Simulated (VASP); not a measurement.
Input:

```yaml
crystal:
  lattice:
    - [0.00000, 3.31232, 3.31232]
    - [3.31232, 0.00000, 3.31232]
    - [3.31232, 3.31232, 0.00000]
  atoms:
    - { symbol: Sr, position: [0.00000, 0.00000, 0.00000] }
    - { symbol: Te, position: [0.50000, 0.50000, 0.50000] }
```

All values below come from PBE GGA with D3 dispersion (Becke-Johnson damping), VASP's PBE PAW potentials (set 64) (plane waves; VASP). Settings: 520 eV cut-off, 8×8×8 Γ-centred mesh, tetrahedra with Blöchl corrections, potentials Sr_sv Te.

Q: The job: SrTe (rock salt), 2 atoms, PBE-D3(BJ), static run, 520 eV, 8×8×8 Γ-centred mesh. Roughly how much core time does it take on a busy server core?

A: About 10 core-seconds (one run on a shared machine, a rough figure). It had 29 irreducible k-points, 12 bands, up to 1972 plane waves and 13 electronic steps.

The compound is SrTe in the rock salt structure. It was relaxed first.
